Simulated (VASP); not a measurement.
Energy against volume of Cu$_{2}$O (cuprite). Computed with SCAN meta-GGA, VASP's PBE PAW potentials (set 64) (plane waves; VASP). Settings: 520 eV cut-off, 5×5×5 Γ-centred mesh, Gaussian smearing of 0.050 eV, potentials Cu O.

```csv
V (Å³/atom),E (eV/atom)
12.375,-12.65600
12.758,-12.66316
13.141,-12.65906
13.524,-12.64787
```

Problem. Fit these four points and predict the energy of the run at 11.993 Å³/atom.

Solution. A cubic in V^(−2/3), the third-order Birch-Murnaghan form, passes through the four points with V0 = 12.78 Å³/atom and B0 = 151 GPa, and gives -12.6323 eV/atom there. The run gave -12.6382 eV/atom, -6.0 meV/atom from the fit; all five points give B0 = 134 GPa.

The compound is Cu2O in the cuprite structure. It was relaxed first.
